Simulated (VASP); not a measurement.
An input for Quantum ESPRESSO's pw.x (written as the equivalent of a VASP run, and not itself run):

```
&CONTROL
  calculation = 'scf'
  pseudo_dir = './pseudo'
  outdir = './out'
  tprnfor = .true.
  tstress = .true.
/
&SYSTEM
  ibrav = 0
  nat = 2
  ntyp = 2
  ecutwfc = 86
  occupations = 'smearing'
  smearing = 'gaussian'
  degauss = 0.003675
  input_dft = 'pbe'
/
&ELECTRONS
  conv_thr = 7.3e-08
  electron_maxstep = 100
/
ATOMIC_SPECIES
  Zn 65.380 Zn.upf
  Se 78.971 Se.upf
CELL_PARAMETERS angstrom
     0.0000000    2.8917000    2.8917000
     2.8917000    0.0000000    2.8917000
     2.8917000    2.8917000    0.0000000
ATOMIC_POSITIONS crystal
  Zn   0.0000000  0.0000000  0.0000000
  Se   0.2500000  0.2500000  0.2500000
K_POINTS automatic
  6 6 6 0 0 0
```

Task: Write the VASP files for the same calculation (PBE).

Result: This is not unique; one that fits is 
File POSCAR:
```
ZnSe
1
    0.0000000000     2.8917000000     2.8917000000
    2.8917000000     0.0000000000     2.8917000000
    2.8917000000     2.8917000000     0.0000000000
Zn Se
1 1
Direct
  0.0000000000   0.0000000000   0.0000000000
  0.2500000000   0.2500000000   0.2500000000
```

INCAR:
```
SYSTEM = ZnSe
PREC = Accurate; ENCUT = 400; LREAL = F
LASPH = T
EDIFF = 1E-6; NELM = 100; ALGO = Normal
LMAXMIX = 4
ISMEAR = 0; SIGMA = 0.05
GGA = PE
ISIF = 2
LWAVE = F; LCHARG = F
```

### KPOINTS
```
Automatic mesh
0
Gamma
6 6 6
0 0 0
```

POTCAR, in this order: Zn Se (PBE.64 set). Program: vasp_std.

Limits of the translation: the potentials are each code's own (VASP's PAW set, PseudoDojo norm-conserving files in pw.x), so ENCUT and ecutwfc are chosen apart and not converted; conv_thr bounds pw.x's estimated SCF error, while EDIFF bounds the energy change between steps.

The compound is ZnSe in the zinc blende structure. The cell was not relaxed at this level.
